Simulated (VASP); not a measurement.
```
CELL_PARAMETERS angstrom
      0.00000     2.26754     2.26754
      2.26754     0.00000     2.26754
      2.26754     2.26754     0.00000
ATOMIC_POSITIONS crystal
  Li 0.25000 0.25000 0.25000
  Li 0.75000 0.75000 0.75000
  O  0.00000 0.00000 0.00000
```

The numbers are results of PBE GGA, VASP's PBE PAW potentials (set 64) (plane waves; VASP), not measurements. Numerical set-up: 620 eV cut-off, 8×8×8 Γ-centred mesh, Gaussian smearing of 0.050 eV, potentials Li_sv O.

**Question.** Estimate the energy per atom (σ→0), pressure, band gap (on the k-mesh) with the smallest direct gap where there is one.

**Answer.** 
The band gap (on the k-mesh) comes out as 5.08 eV and the smallest direct gap (on the k-mesh) comes out as 5.69 eV. The energy per atom (σ→0) comes out as -4.775 eV/atom and the pressure is 4.97 GPa.

Only differences to runs with the same potentials and settings are physical.

The compound is Li2O in the antifluorite structure. It was relaxed first under an external pressure of 5 GPa.
